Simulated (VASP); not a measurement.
Given:

```
P
1.0
    1.67052    -5.23856     0.00000
    1.67052     5.23856     0.00000
    0.00000     0.00000     4.33522
P
4
Direct
  0.10310   0.89690   0.92217
  0.39690   0.60310   0.42217
  0.60310   0.39690   0.57783
  0.89690   0.10310   0.07783
```

Calculation: rev-vdW-DF2, VASP's PBE PAW potentials (set 64) (plane waves; VASP). Run with 520 eV cut-off, Gaussian smearing of 0.050 eV, potentials P.

**Question.** What does the run give for the band gap (along the path) with the smallest direct gap where there is one?

**Answer.** 
```json
{
  "band gap (along the path)": "none (metal, semimetal or under 0.01 eV)"
}
```

Total energies compare only between runs with the same potentials, cut-off and functional.

The compound is P in the black structure. It was relaxed first.
